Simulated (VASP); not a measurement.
Computed with RPBE GGA, VASP's PBE PAW potentials (set 64) (plane waves; VASP 6.6.1).

The input files of a VASP run:

File KPOINTS:
```
Automatic mesh
0
Gamma
7 7 7
0 0 0
```

**INCAR**
```
ALGO = Normal
EDIFF = 1E-7
ENCUT = 520
GGA = RP
ISIF = 2
ISMEAR = 0
LASPH = T
LCHARG = F
LMAXMIX = 4
LREAL = F
LWAVE = F
NELM = 100
PREC = Accurate
SIGMA = 0.05
SYSTEM = SrTe
```

### POSCAR
```
SrTe
1
    0.0000000000     3.4774859910     3.4774859910
    3.4774859910     0.0000000000     3.4774859910
    3.4774859910     3.4774859910     0.0000000000
Sr Te
1 1
Direct
  0.0000000000   0.0000000000   0.0000000000
  0.5000000000   0.5000000000   0.5000000000
```

POTCAR, in this order: Sr_sv Te (PBE.64 set). Program: vasp_std.

Question: What will the output report for the number of irreducible k-points (NKPTS), largest plane-wave count, number of space-group operations, FFT grid (NGX, NGY, NGZ)?

Answer: 
```json
{
  "number of irreducible k-points (NKPTS)": "20",
  "largest_plane_wave_count": "2281",
  "number_of_space_group_operations": "48",
  "FFT grid (NGX, NGY, NGZ)": "40 × 40 × 40"
}
```

The compound is SrTe in the rock salt structure. This cell is one point of a volume scan, at 1.06 of the reference volume.
